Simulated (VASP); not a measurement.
# Ta3I (Pm-3n) in VASP: notebook, part 2 of 2

VASP 6.6.1. The steps go on from the part before.

## 5. Single point, PBE (species swapped into the Ta3Sb type (Pm-3n, No. 223))

File INCAR:

```
SYSTEM = Ta3I
PREC     = Accurate       ! precision mode
ENCUT    = 520            ! plane-wave cutoff, eV
EDIFF    = 1E-7           ! SCF threshold, eV
ISMEAR   = 0              ! smearing method
SIGMA    = 0.1            ! smearing width, eV
LREAL    = .False.        ! projectors in reciprocal space
LASPH    = .True.         ! aspherical terms in the spheres
NELM     = 60             ! most SCF steps
ALGO     = Normal         ! electronic algorithm
ISIF     = 2              ! what is computed and relaxed
LWAVE    = .False.        ! write WAVECAR
LCHARG   = .False.        ! write CHGCAR
GGA      = PE             ! functional
NBANDS   = 50             ! bands
```

File KPOINTS:

```
regular mesh
0
Gamma
  4 4 4
  0 0 0
```

File POSCAR:

```
Ta3I
1.0
    5.3389710425      0.0000000000      0.0000000000
    0.0000000000      5.3389710425      0.0000000000
    0.0000000000      0.0000000000      5.3389710425
Ta I
6 2
Direct
    0.2500000000      0.0000000000      0.5000000000
    0.7500000000      0.0000000000      0.5000000000
    0.0000000000      0.5000000000      0.2500000000
    0.0000000000      0.5000000000      0.7500000000
    0.5000000000      0.7500000000      0.0000000000
    0.5000000000      0.2500000000      0.0000000000
    0.0000000000      0.0000000000      0.0000000000
    0.5000000000      0.5000000000      0.5000000000
```

Potentials or basis: VASP PAW PBE potentials, release 64 (Ta_pv, I).

Launch:

```console
> cat potpaw_PBE.64/Ta_pv/POTCAR potpaw_PBE.64/I/POTCAR > POTCAR
> mpirun -np 1 vasp_std > vasp.out
```

OUTCAR:

```text
SYSTEM = Ta3I
   PREC = Accurate
   ENCUT = 520
   EDIFF = 1E-7
   ISMEAR = 0
   LREAL = .False.
   LASPH = .True.
   NELM = 60
   ISIF = 2
   GGA = PE

 ion  position               nearest neighbor table
   1  0.250  0.000  0.500-   2 2.67   2 2.67   8 2.98   7 2.98   8 2.98   7 2.98   3 3.27   4 3.27
                             4 3.27   3 3.27   6 3.27   5 3.27   6 3.27   5 3.27
   2  0.750  0.000  0.500-   1 2.67   1 2.67   8 2.98   7 2.98   8 2.98   7 2.98   3 3.27   4 3.27
                             4 3.27   3 3.27   6 3.27   5 3.27   6 3.27   5 3.27
   3  0.000  0.500  0.250-   4 2.67   4 2.67   8 2.98   7 2.98   7 2.98   8 2.98   1 3.27   5 3.27
                             1 3.27   2 3.27   6 3.27   5 3.27   6 3.27   2 3.27
   4  0.000  0.500  0.750-   3 2.67   3 2.67   8 2.98   7 2.98   7 2.98   8 2.98   1 3.27   5 3.27
                             1 3.27   2 3.27   6 3.27   5 3.27   6 3.27   2 3.27
   5  0.500  0.750  0.000-   6 2.67   6 2.67   8 2.98   8 2.98   7 2.98   7 2.98   3 3.27   3 3.27
                             4 3.27   4 3.27   1 3.27   1 3.27   2 3.27   2 3.27
   6  0.500  0.250  0.000-   5 2.67   5 2.67   8 2.98   8 2.98   7 2.98   7 2.98   3 3.27   3 3.27
                             4 3.27   4 3.27   1 3.27   1 3.27   2 3.27   2 3.27
   7  0.000  0.000  0.000-   1 2.98   2 2.98   3 2.98   4 2.98   5 2.98   6 2.98   1 2.98   2 2.98
                             3 2.98   4 2.98   5 2.98   6 2.98
   8  0.500  0.500  0.500-   1 2.98   2 2.98   3 2.98   4 2.98   5 2.98   6 2.98   5 2.98   6 2.98
                             1 2.98   2 2.98   3 2.98   4 2.98

  LATTYP: Found a simple cubic cell.
 ALAT       =     5.3389710425

  Lattice vectors:

 A1 = (   5.3389710425,   0.0000000000,   0.0000000000)
 A2 = (   0.0000000000,   5.3389710425,   0.0000000000)
 A3 = (   0.0000000000,   0.0000000000,   5.3389710425)

Analysis of symmetry for initial positions (statically):
=====================================================================
 Subroutine PRICEL returns:
 Original cell was already a primitive cell.

 Routine SETGRP: Setting up the symmetry group for a
 simple cubic supercell.

 Subroutine GETGRP returns: Found 48 space group operations
 (whereof 24 operations were pure point group operations)
[... 144 lines left out ...]
   LEPSILON=     F    determine dielectric tensor
   LRPA    =     F    only Hartree local field effects (RPA)
 non-spin polarized calculation
 Gauss-broadening in eV      SIGMA  =   0.10
  energy-cutoff  :      520.00
  volume of cell :      152.19
 maximum number of plane-waves:      4130
 NGX is ok and might be reduce to    40
   NGX = 19   NGY = 19   NGZ = 19

 number of electron      79.9999980 magnetization

 Free energy of the ion-electron system (eV)
  ---------------------------------------------------
  ext. energy  EPLUGINS =         0.00000000
  ---------------------------------------------------
  free energy    TOTEN  =       -68.79516627 eV

  energy without entropy =      -68.72854053  energy(sigma->0) =      -68.76185340

 E-fermi :   8.4321     XC(G=0): -12.2640

 val. band max:        8.4276433507   @ k =   0.5000   0.2500   0.0000
 cond. band min:       8.4349142827   @ k =   0.5000   0.2500   0.2500
 fundamental gap:      0.0072709319
 Fermi energy:         8.4321062306

 k-point     1 :       0.0000    0.0000    0.0000
  band No.  band energies     occupation
      1     -26.8255      2.00000
      2     -26.8255      2.00000
      3     -26.7194      2.00000
      4     -26.4123      2.00000
      5     -26.4123      2.00000
      6     -26.4123      2.00000
[... 519 lines left out ...]
     49      10.3878      0.00000
     50      10.3878      0.00000

------------------------ aborting loop because EDIFF is reached ----------------------------------------

  FORCE on cell =-STRESS in cart. coord.  units (eV):
  Direction    XX          YY          ZZ          XY          YZ          ZX
  --------------------------------------------------------------------------------------
  -------------------------------------------------------------------------------------
  Total       -0.3218211     -0.3218211     -0.3218211     -0.0000000     -0.0000000     -0.0000000
  in kB       -3.3880704     -3.3880704     -3.3880704     -0.0000000     -0.0000000     -0.0000000
  external PRESSURE =      -3.3880704 kB  Pullay stress =       0.0000000 kB

 VOLUME and BASIS-vectors are now :
 -----------------------------------------------------------------------------
  energy-cutoff  :      520.00
  volume of cell :      152.19
      direct lattice vectors                 reciprocal lattice vectors
     5.338971042  0.000000000  0.000000000     0.187302009  0.000000000  0.000000000
     0.000000000  5.338971042  0.000000000     0.000000000  0.187302009  0.000000000
     0.000000000  0.000000000  5.338971042     0.000000000  0.000000000  0.187302009

 POSITION                                       TOTAL-FORCE (eV/Angst)
 -----------------------------------------------------------------------------------
      1.33474      0.00000      2.66949         0.000000     -0.000000     -0.000000
      4.00423      0.00000      2.66949        -0.000000     -0.000000     -0.000000
      0.00000      2.66949      1.33474        -0.000000     -0.000000      0.000000
      0.00000      2.66949      4.00423        -0.000000      0.000000     -0.000000
      2.66949      4.00423      0.00000         0.000000     -0.000000      0.000000
      2.66949      1.33474      0.00000         0.000000      0.000000      0.000000
      0.00000      0.00000      0.00000        -0.000000      0.000000      0.000000
      2.66949      2.66949      2.66949        -0.000000      0.000000      0.000000
 -----------------------------------------------------------------------------------
    total drift:                               -0.000000     -0.000000      0.000000

  FREE ENERGIE OF THE ION-ELECTRON SYSTEM (eV)
  ---------------------------------------------------
  free  energy   TOTEN  =       -68.7951662663 eV

  energy  without entropy=      -68.7285405330  energy(sigma->0) =      -68.76185340
```

Run time: 92 s. Hardware: 1 thread of Intel Xeon 6975P-C (Granite Rapids), shared host; peak memory 0.27 GiB.

What came out:

```
Free energy            : -68.7952 eV
Pressure               : -0.3 GPa
Band gap on the k mesh : none (metal or under the smearing width)
```

Spin-orbit coupling is left out, which matters for the levels of I, Ta.

## 6. Relaxation of cell and atoms, PBE (species swapped into the Ta3Sb type (Pm-3n, No. 223))

File INCAR:

```
SYSTEM = Ta3I
  PREC = Accurate
  ENCUT = 600
  EDIFF = 1E-6
  ISMEAR = 0
  SIGMA = 0.1
  LREAL = .FALSE.
  LASPH = .TRUE.
  NELM = 80
  ALGO = Normal
  ISIF = 3
  LWAVE = .FALSE.
  LCHARG = .FALSE.
  GGA = PE
  IBRION = 2
  NSW = 90
  EDIFFG = -0.04
```

File KPOINTS:

```
regular mesh
0
G
  4 4 4
  0 0 0
```

POSCAR: that of step 5 with these lines changed.

```diff
@@ -2,5 +2,5 @@
 1.0
-    5.3389710425      0.0000000000      0.0000000000
-    0.0000000000      5.3389710425      0.0000000000
-    0.0000000000      0.0000000000      5.3389710425
+    5.5922527500      0.0000000000      0.0000000000
+    0.0000000000      5.5922527500      0.0000000000
+    0.0000000000      0.0000000000      5.5922527500
 Ta I
```

Potentials or basis: VASP PAW PBE potentials, release 64 (Ta_pv, I).

Launch:

```console
> cat potpaw_PBE.64/Ta_pv/POTCAR potpaw_PBE.64/I/POTCAR > POTCAR
> mpirun -np 1 vasp_std > vasp.out
```

Run time: 5.1 min. Hardware: 1 thread of Intel Xeon 6975P-C (Granite Rapids), shared host; peak memory 0.38 GiB.

Results (log left out):

```
Free energy                            : -68.8003 eV
Relaxed volume                         : 19.02 Å³/atom
Relaxed cell                           : a = 5.339 Å, b = 5.339 Å, c = 5.339 Å, α = 90.00°, β = 90.00°, γ = 90.00°
Space group after relaxing (to 0.05 Å) : Pm-3n (No. 223)
Energy gained by relaxing              : 162.7 meV/atom
Ionic steps                            : 4
Pressure after relaxing                : -0.3 GPa
Band gap on the k mesh                 : none (metal or under the smearing width)
```

Step by step:
```
step  energy change (eV)  largest force (eV/Å)  pressure (GPa)  volume (Å³)
   1              0.0000                0.0000          -15.95       174.89
   2              2.0134                0.0000           48.27       125.39
   3             -1.2984                0.0000           -1.11       152.98
   4             -1.3020                0.0000           -0.31       152.19
```

Final structure:
```
CELL_PARAMETERS angstrom
5.33898 0.00000 0.00000
0.00000 5.33898 0.00000
0.00000 0.00000 5.33898
ATOMIC_POSITIONS crystal
Ta 0.25000 0.00000 0.50000
Ta 0.75000 0.00000 0.50000
Ta 0.00000 0.50000 0.25000
Ta 0.00000 0.50000 0.75000
Ta 0.50000 0.75000 0.00000
Ta 0.50000 0.25000 0.00000
I 0.00000 0.00000 0.00000
I 0.50000 0.50000 0.50000
```

Levels at points of the mesh, in eV from the Fermi level:
```csv
k point,band 36,band 37,band 38,band 39,band 40,band 41,band 42,band 43
"(0.00, 0.00, 0.00)",-1.77,-1.77,-0.81,-0.81,1.45,1.45,1.83,2.04
"(0.50, 0.00, 0.00)",-2.04,-1.87,-1.87,0.36,0.36,0.64,0.64,1.56
"(0.50, 0.50, 0.00)",-0.64,-0.45,-0.45,-0.43,-0.42,-0.42,-0.17,0.54
"(0.50, 0.50, 0.50)",-1.05,-0.92,-0.92,-0.92,-0.92,-0.92,-0.92,1.81
```

The run has no spin-orbit coupling, so splittings on I, Ta are missing.

## 7. Summary

| task | cell | k mesh | cutoff (eV) | gap on the mesh (eV) | pressure (GPa) |
| --- | --- | --- | --- | --- | --- |
| single point | species swapped into the Ta3Sb type (Pm-3n, No. 223) | 8 × 8 × 8 | 520 | none | 0.0 |
| relaxation of cell and atoms | relaxed from: species swapped into the Ta3Sb type (Pm-3n, No. 223) | 8 × 8 × 8 | 600 | none | 0.0 |
| single point | species swapped into the Ta3Sb type (Pm-3n, No. 223) | 4 × 4 × 4 | 520 | none | -0.3 |
| relaxation of cell and atoms | relaxed from: species swapped into the Ta3Sb type (Pm-3n, No. 223) | 4 × 4 × 4 | 600 | none | -0.3 |

Alike in all rows: level PBE; potentials or basis VASP PAW PBE potentials, release 64 (Ta_pv, I); no spin polarisation; smearing gaussian 0.1 eV.

Caveats: the relaxation stopped at its first step, so nothing moved (some runs).

Absolute energies hang on the potentials; compare differences alone.
